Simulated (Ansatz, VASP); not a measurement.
# Sn2Pt: VASP beside Ansatz, part 2 of 2

Wanted: the spread between two codes on one cell, functional and k mesh. The cell is taken from a series of runs on this material, whose earlier steps may have relaxed, scaled, displaced or heated it; both programs get it as it stands.

VASP 6.6.1 and Ansatz 0.2.0.

So far. Step 5 (VASP: single point, PBEsol, pair 2): The run ends at a pressure of 3.47 GPa. Step 6 (Ansatz: single point, PBEsol, pair 2): The run ends at a pressure of 3.52 GPa.

### 7. Comparison

What differs besides the data sets and the points named for the pairs above, as far as they apply: the data sets hold 46 valence electrons in Ansatz (on its PAW soft_1 files) and 38 in VASP. Total energies have different zeros and are not compared.

The two programs side by side:

```tsv
quantity	Ansatz	VASP	difference
pressure (GPa)	3.52	3.47	+0.05
```

### 8. VASP: single point, PBEsol, pair 3

A single point takes one fixed geometry, so differences don't come from the geometry; what else differs is listed under the comparison. The cell compared in this pair holds 69.23 Å³, against 65.20 Å³ for the pair before.

INCAR reads:

```
SYSTEM = Sn2Pt
PREC = Accurate
ENCUT = 500
EDIFF = 1E-06
NELM = 120
ISMEAR = 1
SIGMA = 0.2
LREAL = .FALSE.
ALGO = Normal
GGA = PS
NBANDS = 25
LASPH = .TRUE.
LORBIT = 11
LWAVE = .FALSE.
LCHARG = .FALSE.
ISIF = 2
GGA_COMPAT = .FALSE.
```

POSCAR reads:

```
Sn2Pt
1.0
    0.0000000000      3.2590300865      3.2590300865
    3.2590300865      0.0000000000      3.2590300865
    3.2590300865      3.2590300865      0.0000000000
Sn Pt
2 1
Direct
    0.2500000000      0.2500000000      0.2500000000
    0.7500000000      0.7500000000      0.7500000000
    0.0000000000      0.0000000000      0.0000000000
```

KPOINTS reads:

```
Automatic mesh
0
Gamma
12 12 12
0 0 0
```

PAW data sets: Sn_d and Pt (PBE family, release 64).

Run with:

```sh
mpirun -np 1 vasp_std
```

Numbers of over 12 decimals in the logs are rounded to 6 here.

The program printed:

```text
[... set-up lines as in an earlier step ...]
 entering main loop
       N       E                     dE             d eps       ncg     rms          rms(c)
DAV:   1     0.333713067453E+03    0.33371E+03   -0.18753E+04  3674   0.224E+03
DAV:   2     0.202376794450E+02   -0.31348E+03   -0.30581E+03  3664   0.512E+02
DAV:   3    -0.161580930868E+02   -0.36396E+02   -0.35856E+02  4420   0.156E+02
DAV:   4    -0.172944570483E+02   -0.11364E+01   -0.11330E+01  4048   0.302E+01
[...]
DAV:  11    -0.168558344034E+02   -0.35852E-04   -0.76144E-05  3891   0.702E-02    0.959E-03
DAV:  12    -0.168558400815E+02   -0.56781E-05   -0.18314E-05  4050   0.417E-02    0.738E-03
DAV:  13    -0.168558406226E+02   -0.54112E-06   -0.19481E-06  3341   0.770E-03
   1 F= -.16855841E+02 E0= -.16855332E+02  d E =-.152560E-02
```

Parts of OUTCAR (step 8):

```text
  Total       -1.2870997     -1.2870997     -1.2870997     -0.0000000     -0.0000000      0.0000000
  in kB      -29.7870616    -29.7870616    -29.7870616     -0.0000000     -0.0000000      0.0000000
  external PRESSURE =     -29.7870616 kB  Pullay stress =       0.0000000 kB

 POSITION                                       TOTAL-FORCE (eV/Angst)
 -----------------------------------------------------------------------------------
      1.62952      1.62952      1.62952        -0.000000     -0.000000     -0.000000
      4.88855      4.88855      4.88855         0.000000      0.000000      0.000000
      0.00000      0.00000      0.00000        -0.000000     -0.000000      0.000000
 -----------------------------------------------------------------------------------
    total drift:                                0.000000      0.000000      0.000000

  FREE ENERGIE OF THE ION-ELECTRON SYSTEM (eV)
  ---------------------------------------------------
  free  energy   TOTEN  =       -16.8558406226 eV

  energy  without entropy=      -16.8543150259  energy(sigma->0) =      -16.85533209

[... 1 part as in an earlier step ...]

[... 2 further parts left out ...]
[key lines of the parts left out:]
E-fermi :   8.8177
```

The run ends at a pressure of -2.98 GPa.

### 9. Ansatz: single point, PBEsol, pair 3

The same cell, functional, mesh and smearing now go to Ansatz, which takes its cutoff from its data sets.

The cell is taken from a series of runs on this material, whose earlier steps may have relaxed, scaled, displaced or heated it; both programs get it as it stands.

input.yaml reads:

```yaml
crystal:
  lattice:
    - [0.0, 3.2590300865, 3.2590300865]
    - [3.2590300865, 0.0, 3.2590300865]
    - [3.2590300865, 3.2590300865, 0.0]
  atoms:
    - { symbol: Sn, position: [0.25, 0.25, 0.25] }
    - { symbol: Sn, position: [0.75, 0.75, 0.75] }
    - { symbol: Pt, position: [0.0, 0.0, 0.0] }
kpoints:
  mp_grid: { grid: [12, 12, 12] }
hamiltonian:
  xc: pbesol
  pseudopotentials: { kind: paw, azcp: { folder: soft_1 }, xc_functional: pbe }
scf:
  occupations: { method: methfessel_paxton, width: 0.2 }
output:
  forces: true
  stress: true
  eigenvalues: true
```

Run with:

```sh
ansatz run input.yaml --threads 4 --pin off --max-ram 10240MiB --backend cpu --events-out ev --progress --plain --runs-dir out
```

The program printed:

```text
[...]
Crystal: 3 atoms, lattice volume = 69.230 Å³
Basis set: ecut = 420 eV, 1363 PW (Γ), exchange–correlation on 64×64×64 points (8 copies of the dense FFT grid, shifted against one another)
Bands: 28, of which v1, the nominal top of the filled ones, is band 23 counted from 1 (22 counted from 0)
Symmetry: 48 space group operations
[...]
k-points: 72 of 1728
[...]
k-point 0: bands = [... 19 lower, 10.2497, 10.6028, 16.0066, 16.0066, 16.0066, 16.3595, 16.3595, 16.3595, ... 1 higher]
  k-point 1: bands = [... 19 lower, 10.2314, 10.9130, 14.7777, 15.5333, 15.5333, 16.6188, 16.6223, 16.6223, ... 1 higher]
  k-point 2: bands = [... 19 lower, 10.1896, 11.4422, 13.4559, 14.8783, 14.8783, 16.2901, 16.6737, 16.6737, ... 1 higher]
  k-point 71: bands = [... 19 lower, 10.1656, 10.1656, 10.3624, 11.5798, 15.7403, 15.7403, 17.8768, 18.6971, ... 1 higher]
[key lines of the parts left out:]
SCF converged after 9 iterations
Free energy (F): -24286.459523 eV
Fermi energy:    13.677161 eV
P = ⅓ Tr σ = -2.9145 GPa (-29.145 kbar)
```

The run ends at a pressure of -2.91 GPa.

### 10. Side by side

What differs besides the data sets and the points named for the pairs above, as far as they apply: the data sets hold 46 valence electrons in Ansatz (on its PAW soft_1 files) and 38 in VASP. Total energies have different zeros and are not compared.

The two programs side by side:

```tsv
quantity	Ansatz	VASP	difference
pressure (GPa)	-2.91	-2.98	+0.06
```

### 11. Summary of results

| Quantity | Value |
| --- | --- |
| difference in pressure (single point, PBEsol, pair 1) | 0.049 GPa |
| difference in pressure (single point, PBEsol, pair 2) | 0.046 GPa |
| difference in pressure (single point, PBEsol, pair 3) | 0.064 GPa |

The difference in pressure is 0.064 GPa (single point, PBEsol, pair 3), within the 1 GPa picked in this series as the mark of a large difference. The data sets hold unlike numbers of valence electrons (46 in Ansatz and 38 in VASP), so part of the differences may come from the potentials. How closely two codes agree says nothing of how well the functional describes the real material.

[Lines on the potential files, build, host, timing and source positions are cut from VASP's logs without a mark.]

[Logs are printed without paths, hosts, clocks, repeated set-up lines and the standing remarks that a program may print on its own settings, such as how far it seeks lower states.]

[Hosts, paths, dates, database ids (printed as entryN), source tags and the programs' standing remarks are cut or masked in the printed files.]
